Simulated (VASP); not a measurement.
Computed with MS2 meta-GGA, VASP's PBE PAW potentials (set 64) (plane waves; VASP).

VASP input:

KPOINTS:
```
kpoints
0
gamma
 15 15 15
0 0 0
```

### POSCAR
```
Ir
1
    0.0000000000     1.9200000000     1.9200000000
    1.9200000000     0.0000000000     1.9200000000
    1.9200000000     1.9200000000     0.0000000000
Ir
1
Direct
  0.0000000000   0.0000000000   0.0000000000
```

INCAR:
```
SYSTEM = Ir
PREC = Accurate; ENCUT = 520; LREAL = .FALSE.
LASPH = .TRUE.
EDIFF = 1E-6; NELM = 100; ALGO = Normal
LMAXMIX = 6; LMIXTAU = .TRUE.
ISMEAR = 1; SIGMA = 0.1
METAGGA = MS2
IBRION = 2; NSW = 60; ISIF = 3
EDIFFG = -0.01
LWAVE = .FALSE.; LCHARG = .FALSE.
```

POTCAR, in this order: Ir (PBE.64 set). Program: vasp_std.

The run wrote:

### OUTCAR
```
 ion  position               nearest neighbor table
   1  0.000  0.000  0.000-
  LATTYP: Found a face centered cubic cell.
 ALAT       =     3.8400000000
 Subroutine PRICEL returns:
 Original cell was already a primitive cell.
 Subroutine GETGRP returns: Found 48 space group operations
The static configuration has the point symmetry O_h .
The dynamic configuration has the point symmetry O_h .
 Subroutine INISYM returns: Found 48 space group operations
 Subroutine IBZKPT returns following result:
 Found    120 irreducible k-points:

 Following reciprocal coordinates:
            Coordinates               Weight
  0.000000  0.000000  0.000000      1.000000
  0.066667  0.000000  0.000000      8.000000
  0.133333  0.000000  0.000000      8.000000
  0.200000  0.000000  0.000000      8.000000
  0.266667  0.000000  0.000000      8.000000
  0.333333  0.000000  0.000000      8.000000
  0.400000  0.000000  0.000000      8.000000
  0.466667  0.000000  0.000000      8.000000
  0.066667  0.066667  0.000000      6.000000
  0.133333  0.066667  0.000000     24.000000
...
```

File OSZICAR:
```
       N       E                     dE             d eps       ncg     rms          rms(c)
DAV:   1     0.573618839367E+02    0.57362E+02   -0.46231E+03  1992   0.105E+03
DAV:   2     0.805484587871E+01   -0.49307E+02   -0.47178E+02  1928   0.203E+02
DAV:   3     0.755309464176E+01   -0.50175E+00   -0.49956E+00  2856   0.277E+01
DAV:   4     0.755077571008E+01   -0.23189E-02   -0.23183E-02  2432   0.133E+00
DAV:   5     0.755075953543E+01   -0.16175E-04   -0.16175E-04  2824   0.658E-02    0.122E+01
DAV:   6     0.871983049716E+01    0.11691E+01   -0.18013E+00  1936   0.221E+01    0.806E+00
DAV:   7     0.123181558027E+02    0.35983E+01   -0.81511E+00  2040   0.498E+01    0.764E+00
DAV:   8     0.114514341610E+02   -0.86672E+00   -0.27121E+00  1920   0.278E+01    0.320E+00
DAV:   9     0.882105295464E+01   -0.26304E+01   -0.23522E+00  2024   0.232E+01    0.154E+00
DAV:  10     0.883398051964E+01    0.12928E-01   -0.28429E-02  2472   0.223E+00    0.418E-01
DAV:  11     0.883395249857E+01   -0.28021E-04   -0.18856E-04  2504   0.170E-01    0.383E-01
DAV:  12     0.883492357676E+01    0.97108E-03   -0.40049E-03  2120   0.860E-01    0.125E-01
DAV:  13     0.883472450199E+01   -0.19907E-03   -0.35699E-04  2176   0.286E-01    0.132E-01
DAV:  14     0.883471929482E+01   -0.52072E-05   -0.92975E-06  2368   0.455E-02    0.113E-01
DAV:  15     0.883473252674E+01    0.13232E-04   -0.35435E-05  2256   0.882E-02    0.568E-02
DAV:  16     0.883473189656E+01   -0.63018E-06   -0.35176E-07  1056   0.587E-03
   1 F= 0.88347319E+01 E0= 0.88348890E+01  d E =0.883473E+01
       N       E                     dE             d eps       ncg     rms          rms(c)
DAV:   1     0.869624904031E+01   -0.13848E+00   -0.87063E+00  2088   0.495E+01    0.586E+00
DAV:   2     0.886577105564E+01    0.16952E+00   -0.36383E-01  2120   0.846E+00    0.168E+00
DAV:   3     0.888635699749E+01    0.20586E-01   -0.89753E-02  2280   0.379E+00    0.332E-01
DAV:   4     0.888895543123E+01    0.25984E-02   -0.27747E-03  2608   0.618E-01    0.192E-01
DAV:   5     0.888694984717E+01   -0.20056E-02   -0.33863E-03  2384   0.889E-01    0.837E-02
DAV:   6     0.888931154372E+01    0.23617E-02   -0.84138E-04  2064   0.443E-01    0.765E-03
DAV:   7     0.888929458580E+01   -0.16958E-04   -0.94095E-06  2464   0.475E-02    0.515E-03
DAV:   8     0.888930325870E+01    0.86729E-05   -0.87470E-06  2256   0.446E-02    0.723E-03
DAV:   9     0.888929977868E+01   -0.34800E-05   -0.25400E-06  1064   0.247E-02    0.595E-04
DAV:  10     0.888930000723E+01    0.22855E-06   -0.11929E-07   992   0.383E-03
   2 F= 0.88893000E+01 E0= 0.88894821E+01  d E =0.545681E-01
       N       E                     dE             d eps       ncg     rms          rms(c)
DAV:   1     0.869065156944E+01   -0.19865E+00   -0.57815E+00  2080   0.405E+01    0.370E+00
DAV:   2     0.881480050865E+01    0.12415E+00   -0.32466E-01  2136   0.789E+00    0.166E+00
DAV:   3     0.883118289341E+01    0.16382E-01   -0.50511E-02  2328   0.270E+00    0.495E-01
DAV:   4     0.882745355540E+01   -0.37293E-02   -0.32317E-03  2600   0.638E-01    0.144E-01
DAV:   5     0.883121730808E+01    0.37638E-02   -0.17890E-03  2256   0.648E-01    0.391E-02
DAV:   6     0.883120616644E+01   -0.11142E-04   -0.97674E-05  2424   0.135E-01    0.967E-03
DAV:   7     0.883122636566E+01    0.20199E-04   -0.76359E-05  2464   0.135E-01    0.217E-02
DAV:   8     0.883121079132E+01   -0.15574E-04   -0.36054E-05  2184   0.904E-02    0.516E-04
DAV:   9     0.883121175943E+01    0.96811E-06   -0.13002E-07  1000   0.480E-03
   3 F= 0.88312118E+01 E0= 0.88313732E+01  d E =-.352014E-02
       N       E                     dE             d eps       ncg     rms          rms(c)
DAV:   1     0.883120269058E+01   -0.81007E-05   -0.25084E-04  2120   0.265E-01    0.259E-02
DAV:   2     0.883120869152E+01    0.60009E-05   -0.14306E-05  2144   0.523E-02    0.898E-03
DAV:   3     0.883120836509E+01   -0.32644E-06   -0.19909E-06   968   0.176E-02
   4 F= 0.88312084E+01 E0= 0.88313700E+01  d E =-.352353E-02
```

### OUTCAR
```
------------------------ aborting loop because EDIFF is reached ----------------------------------------
  FORCE on cell =-STRESS in cart. coord.  units (eV):
  Direction    XX          YY          ZZ          XY          YZ          ZX
  --------------------------------------------------------------------------------------
  Total       -0.0001411     -0.0001411     -0.0001411      0.0000000      0.0000000      0.0000000
  in kB       -0.0162045     -0.0162045     -0.0162045      0.0000000      0.0000000      0.0000000
  external PRESSURE =      -0.0162045 kB  Pullay stress =       0.0000000 kB
  volume of cell :       13.96
      direct lattice vectors                 reciprocal lattice vectors
     0.000000000  1.910905724  1.910905724    -0.261656027  0.261656027  0.261656027
     1.910905724 -0.000000000  1.910905724     0.261656027 -0.261656027  0.261656027
     1.910905724  1.910905724  0.000000000     0.261656027  0.261656027 -0.261656027
 POSITION                                       TOTAL-FORCE (eV/Angst)
 -----------------------------------------------------------------------------------
      3.82181      1.91091      1.91091        -0.000000     -0.000000     -0.000000
 -----------------------------------------------------------------------------------
    total drift:                               -0.000000     -0.000000     -0.000000
  FREE ENERGIE OF THE ION-ELECTRON SYSTEM (eV)
  ---------------------------------------------------
  free  energy   TOTEN  =         8.8312083651 eV

  energy  without entropy=        8.8316932291  energy(sigma->0) =        8.83136999

 reached required accuracy - stopping structural energy minimisation
```
(Selected blocks of OUTCAR.)

File CONTCAR:
```
Ir
   1.00000000000000
     0.0000000000000000    1.9109057237741884    1.9109057237741884
     1.9109057237741884   -0.0000000000000000    1.9109057237741884
     1.9109057237741884    1.9109057237741884    0.0000000000000000
  Ir
     1
Direct
     0.0000000000000000    1.0000000000000000    1.0000000000000000
```

File OUTCAR:
```
 val. band max:       10.5242643286   @ k =  -0.3333   0.3333   0.0000

 cond. band min:      10.5587061661   @ k =  -0.3333   0.2667   0.0667


 Fermi energy:        10.5578452001

 k-point     1 :       0.0000    0.0000    0.0000
  band No.  band energies     occupation
      1      -1.0104      2.00000
      2       6.4833      2.00000
      3       6.4833      2.00000
      4       6.4833      2.00000
      5       9.2267      2.00000
      6       9.2267      2.00000
      7      24.7235      0.00000
      8      30.4676      0.00000

 k-point     2 :       0.0667    0.0000    0.0000
  band No.  band energies     occupation
      1      -0.8084      2.00000
      2       6.3722      2.00000
      3       6.5712      2.00000
      4       6.5712      2.00000
      5       9.1692      2.00000
      6       9.1692      2.00000
      7      25.0783      0.00000
      8      29.4404      0.00000

 k-point     3 :       0.1333    0.0000    0.0000
  band No.  band energies     occupation
      1      -0.2334      2.00000
      2       6.1079      2.00000
      3       6.7834      2.00000
      4       6.7834      2.00000
      5       9.0679      2.00000
      6       9.0679      2.00000
      7      26.0018      0.00000
      8      27.6247      0.00000

 k-point     4 :       0.2000    0.0000    0.0000
  band No.  band energies     occupation
      1       0.6017      2.00000
      2       5.8821      2.00000
      3       6.9479      2.00000
      4       6.9479      2.00000
      5       9.1342      2.00000
      6       9.1342      2.00000
      7      25.6668      0.00000
      8      27.1629      0.00000

 k-point     5 :       0.2667    0.0000    0.0000
  band No.  band energies     occupation
      1       1.4429      2.00000
      2       6.0055      2.00000
      3       6.8916      2.00000
      4       6.8916      2.00000
      5       9.5623      2.00000
      6       9.5623      2.00000
      7      23.8552      0.00000
...
```

Unless said otherwise, spin-orbit coupling is left out, though it shifts the bands of the heavy elements here.

The compound is Ir in the fcc structure. This run relaxes it. Symmetry was kept, so distortions that lower it aren't found.
